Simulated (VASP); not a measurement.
These are PBE GGA, VASP's PBE PAW potentials (set 64) (plane waves; VASP) values and carry that method's errors.

VASP input:

**KPOINTS**
```
Automatic mesh
0
Gamma
11 11 3
0 0 0
```

### POSCAR
```
Re
1
    2.7683260000     0.0000000000     0.0000000000
   -1.3841630000     2.3974410000     0.0000000000
    0.0000000000     0.0000000000     8.9451070000
Re
4
Direct
  0.0000000000   0.0000000000   0.0000000000
  0.0000000000   0.0000000000   0.5000000000
  0.3333330000   0.6666670000   0.2500000000
  0.6666670000   0.3333330000   0.7500000000
```

### INCAR
```
# general
SYSTEM  = Re
PREC    = Accurate
ENCUT   = 300
LREAL   = F   # projection in real space or not
LASPH   = T   # aspherical one-centre terms

# electronic loop
EDIFF   = 1E-6
NELM    = 100
ALGO    = Normal   # blocked Davidson
LMAXMIX = 6   # l cut-off of mixed one-centre charges

# smearing
ISMEAR  = -1
SIGMA   = 0.05

# functional
GGA     = PE   # PBE

# ions
ISIF    = 2

# output
LWAVE   = F
LCHARG  = F
```

POTCAR, in this order: Re (PBE.64 set). Program: vasp_std.

Output

### OUTCAR
```
 ion  position               nearest neighbor table
   1  0.000  0.000  0.000-   3 2.75   4 2.75   4 2.75   3 2.75   4 2.75   3 2.75
   2  0.000  0.000  0.500-   3 2.75   4 2.75   4 2.75   3 2.75   4 2.75   3 2.75
   3  0.333  0.667  0.250-   1 2.75   2 2.75   1 2.75   2 2.75   1 2.75   2 2.75
   4  0.667  0.333  0.750-   1 2.75   2 2.75   1 2.75   2 2.75   1 2.75   2 2.75
  LATTYP: Found a hexagonal cell.
 ALAT       =     2.7683260000
 C/A-ratio  =     3.2312332435
 Subroutine PRICEL returns:
 Original cell was already a primitive cell.
 Subroutine GETGRP returns: Found 24 space group operations
The static configuration has the point symmetry D_3d.
 The point group associated with its full space group is D_6h.
The dynamic configuration has the point symmetry D_3d.
 Subroutine INISYM returns: Found 24 space group operations
 Subroutine IBZKPT returns following result:
 Found     32 irreducible k-points:

 Following reciprocal coordinates:
            Coordinates               Weight
  0.000000  0.000000  0.000000      1.000000
  0.090909  0.000000  0.000000      6.000000
  0.181818  0.000000  0.000000      6.000000
  0.272727  0.000000  0.000000      6.000000
  0.363636  0.000000  0.000000      6.000000
  0.454545  0.000000  0.000000      6.000000
  0.090909  0.090909  0.000000      6.000000
  0.181818  0.090909  0.000000     12.000000
  0.272727  0.090909  0.000000     12.000000
  0.363636  0.090909  0.000000     12.000000
  0.454545  0.090909  0.000000      6.000000
  0.181818  0.181818  0.000000      6.000000
  0.272727  0.181818  0.000000     12.000000
  0.363636  0.181818  0.000000     12.000000
  0.272727  0.272727  0.000000      6.000000
  0.363636  0.272727  0.000000      6.000000
  0.000000  0.000000  0.333333      2.000000
  0.090909  0.000000  0.333333     12.000000
  0.181818  0.000000  0.333333     12.000000
  0.272727  0.000000  0.333333     12.000000
...
```

### OSZICAR
```
       N       E                     dE             d eps       ncg     rms          rms(c)
DAV:   1     0.953472500794E+02    0.95347E+02   -0.99314E+03  2290   0.160E+03
DAV:   2    -0.307525360258E+02   -0.12610E+03   -0.11945E+03  2148   0.767E+02
DAV:   3    -0.487320922764E+02   -0.17980E+02   -0.16384E+02  2088   0.248E+02
DAV:   4    -0.520290288783E+02   -0.32969E+01   -0.29903E+01  2034   0.867E+01
DAV:   5    -0.524401979486E+02   -0.41117E+00   -0.39964E+00  2108   0.262E+01    0.614E+01
DAV:   6    -0.503428909890E+02    0.20973E+01   -0.25533E+00  1984   0.363E+01    0.251E+01
DAV:   7    -0.496477221430E+02    0.69517E+00   -0.19571E+00  2184   0.290E+01    0.112E+00
DAV:   8    -0.496414562798E+02    0.62659E-02   -0.16453E-01  2240   0.633E+00    0.631E-01
DAV:   9    -0.496355685121E+02    0.58878E-02   -0.54419E-02  2280   0.386E+00    0.333E-01
DAV:  10    -0.496355339905E+02    0.34522E-04   -0.11804E-02  2104   0.133E+00    0.725E-02
DAV:  11    -0.496359289488E+02   -0.39496E-03   -0.36474E-03  2272   0.424E-01    0.533E-02
DAV:  12    -0.496360611943E+02   -0.13225E-03   -0.14240E-03  2216   0.303E-01    0.188E-02
DAV:  13    -0.496361184993E+02   -0.57305E-04   -0.54667E-04  1768   0.104E-01    0.147E-02
DAV:  14    -0.496361405084E+02   -0.22009E-04   -0.23897E-04  1488   0.586E-02    0.901E-03
DAV:  15    -0.496361515349E+02   -0.11027E-04   -0.11022E-04  1432   0.388E-02    0.752E-03
DAV:  16    -0.496361566992E+02   -0.51643E-05   -0.52086E-05  1392   0.318E-02    0.682E-03
DAV:  17    -0.496361595072E+02   -0.28080E-05   -0.25266E-05  1264   0.227E-02    0.681E-03
DAV:  18    -0.496361606930E+02   -0.11859E-05   -0.11999E-05  1160   0.236E-02    0.408E-03
DAV:  19    -0.496361613462E+02   -0.65320E-06   -0.60202E-06  1152   0.145E-02
   1 F= -.49636161E+02 E0= -.49623951E+02  d E =-.244202E-01
```

**OUTCAR**
```
------------------------ aborting loop because EDIFF is reached ----------------------------------------
  FORCE on cell =-STRESS in cart. coord.  units (eV):
  Direction    XX          YY          ZZ          XY          YZ          ZX
  --------------------------------------------------------------------------------------
  Total        0.0082534      0.0082534      0.1361586     -0.0000000     -0.0000000      0.0000000
  in kB        0.2227373      0.2227373      3.6745578     -0.0000000     -0.0000000      0.0000000
  external PRESSURE =       1.3733441 kB  Pullay stress =       0.0000000 kB
  volume of cell :       59.37
      direct lattice vectors                 reciprocal lattice vectors
     2.768326000  0.000000000  0.000000000     0.361229133  0.208555706  0.000000000
    -1.384163000  2.397441000  0.000000000     0.000000000  0.417111412  0.000000000
     0.000000000  0.000000000  8.945107000     0.000000000  0.000000000  0.111792961
 POSITION                                       TOTAL-FORCE (eV/Angst)
 -----------------------------------------------------------------------------------
      0.00000      0.00000      0.00000         0.000000     -0.000000      0.000000
      0.00000      0.00000      4.47255         0.000000     -0.000000      0.000000
     -0.00000      1.59829      2.23628        -0.000000      0.000000     -0.000000
      1.38416      0.79915      6.70883         0.000000     -0.000000      0.000000
 -----------------------------------------------------------------------------------
    total drift:                                0.000000     -0.000000      0.000000
  FREE ENERGIE OF THE ION-ELECTRON SYSTEM (eV)
  ---------------------------------------------------
  free  energy   TOTEN  =       -49.6361613462 eV

  energy  without entropy=      -49.6117411954  energy(sigma->0) =      -49.62395127
```
(Selected blocks of OUTCAR.)

File OUTCAR:
```
 val. band max:        7.8537838594   @ k =   0.2727   0.0909   0.0000

 cond. band min:       7.8617488472   @ k =   0.3636   0.2727   0.3333


 Fermi energy:         7.8586458926

 k-point     1 :       0.0000    0.0000    0.0000
  band No.  band energies     occupation
      1      -2.0285      2.00000
      2       0.2688      2.00000
      3       0.3456      2.00000
      4       1.2360      2.00000
      5       5.3458      2.00000
      6       5.4401      2.00000
      7       5.9604      2.00000
      8       5.9604      2.00000
      9       5.9835      2.00000
     10       5.9835      2.00000
     11       6.2408      2.00000
     12       6.6559      2.00000
     13       6.6559      2.00000
     14       6.7624      2.00000
     15       6.7624      2.00000
     16       8.3648      0.00008
     17       8.4967      0.00001
     18       8.5334      0.00000

 k-point     2 :       0.0909    0.0000    0.0000
  band No.  band energies     occupation
      1      -1.6958      2.00000
      2       0.5777      2.00000
      3       0.6516      2.00000
      4       1.5529      2.00000
      5       4.9437      2.00000
      6       5.2187      2.00000
      7       5.6740      2.00000
      8       5.6965      2.00000
      9       6.0219      2.00000
     10       6.2004      2.00000
     11       6.2268      2.00000
     12       6.7535      2.00000
     13       6.9031      2.00000
     14       6.9523      2.00000
     15       7.0305      2.00000
     16       7.3888      1.99983
     17       8.1379      0.00748
     18       8.2602      0.00065

 k-point     3 :       0.1818    0.0000    0.0000
  band No.  band energies     occupation
      1      -0.7771      2.00000
      2       1.3218      2.00000
      3       1.3812      2.00000
      4       2.3296      2.00000
      5       4.2994      2.00000
      6       4.7121      2.00000
      7       4.9817      2.00000
      8       5.1087      2.00000
      9       5.5902      2.00000
...
```

At this cut-off the stress carries a Pulay error, which pulls relaxed volumes low. Unless said otherwise, spin-orbit coupling is left out, though it shifts the bands of the heavy elements here.

The structure comes from a computed database's Re entry; how it stands against other phases isn't given here. The cell was not relaxed at this level. VASP warned that the highest band is occupied, so more bands are needed.
